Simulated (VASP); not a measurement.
Energy against volume of CdSe (wurtzite). Computed with RPBE GGA, VASP's PBE PAW potentials (set 64) (plane waves; VASP). Settings: 520 eV cut-off, 6×6×3 Γ-centred mesh, Gaussian smearing of 0.050 eV, potentials Cd Se.

Shape and ions are relaxed at each volume.

```tsv
V (Å³/atom)	E (eV/atom)
30.286	-2.43423
31.223	-2.43778
32.159	-2.43450
33.096	-2.42547
```

### Question
Fit these four points and predict the energy of the run at 29.349 Å³/atom.

### Answer
A cubic in V^(−2/3), the third-order Birch-Murnaghan form, passes through the four points with V0 = 31.21 Å³/atom and B0 = 39 GPa, and gives -2.4226 eV/atom there. The run gave -2.4226 eV/atom, -0.0 meV/atom from the fit; all five points give B0 = 39 GPa.

The compound is CdSe in the wurtzite structure. It was relaxed first, which changed the volume by +11 %.
